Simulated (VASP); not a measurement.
These are PBE GGA, VASP's PBE PAW potentials (set 64) (plane waves; VASP 6.6.1) values and carry that method's errors.

VASP input:

### INCAR
```
! general
SYSTEM =MnS
PREC   =Accurate
ENCUT  =520
LREAL  =.False.   ! projection in real space or not
LASPH  =.True.   ! aspherical one-centre terms

! electronic loop
EDIFF  =1E-6   ! SCF stop (eV)
NELM   =100
ALGO   =Normal
LMAXMIX=4

! smearing
ISMEAR =0   ! Gaussian
SIGMA  =0.05   ! width (eV)

! functional
GGA    =PE   ! PBE

! spin
ISPIN  =2
MAGMOM =5.0 -5.0 2*0.0

! ions
IBRION =2   ! conjugate gradients
NSW    =60   ! most ionic steps
ISIF   =3
EDIFFG =-0.02   ! ionic stop

! output
LWAVE  =.False.
LCHARG =.False.
LORBIT =10
```

**KPOINTS**
```
Automatic mesh
0
Gamma
7 7 7
0 0 0
```

**POSCAR**
```
MnS
1
    5.1280041581     2.5579027399     2.5579027399
    2.5579027399     5.1280041581     2.5579027399
    2.5579027399     2.5579027399     5.1280041581
Mn S
2 2
Direct
  0.0000000000   0.0000000000   0.0000000000
  0.5000000000   0.5000000000   0.5000000000
  0.2500000000   0.2500000000   0.2500000000
  0.7500000000   0.7500000000   0.7500000000
```

POTCAR, in this order: Mn_pv S (PBE.64 set). Program: vasp_std.

Q: Predict the energy per atom (σ→0), cell moment.

A: 
```
Property                        Value
---------------------  --------------
energy per atom (σ→0)  -7.110 eV/atom
cell moment                   0.00 μB
```

**OSZICAR**
```
...
DAV:  10    -0.284377602759E+02   -0.41039E-02   -0.56010E-03  4853   0.658E-01    0.242E-01
DAV:  11    -0.284381602352E+02   -0.39996E-03   -0.47327E-04  4909   0.169E-01    0.145E-01
DAV:  12    -0.284382391898E+02   -0.78955E-04   -0.12030E-04  4874   0.636E-02    0.855E-02
DAV:  13    -0.284382628639E+02   -0.23674E-04   -0.32230E-05  4461   0.477E-02    0.169E-02
DAV:  14    -0.284382622272E+02    0.63666E-06   -0.12365E-05  5021   0.213E-02    0.829E-03
DAV:  15    -0.284382633847E+02   -0.11574E-05   -0.97548E-07  2556   0.136E-02    0.270E-03
DAV:  16    -0.284382633701E+02    0.14596E-07   -0.10883E-07  2661   0.291E-03
   1 F= -.28438263E+02 E0= -.28438263E+02  d E =-.284383E+02  mag=    -0.0000
```

The compound is MnS in the rock salt, AFM-II order structure. It was relaxed first. The start is the result of an earlier pass.
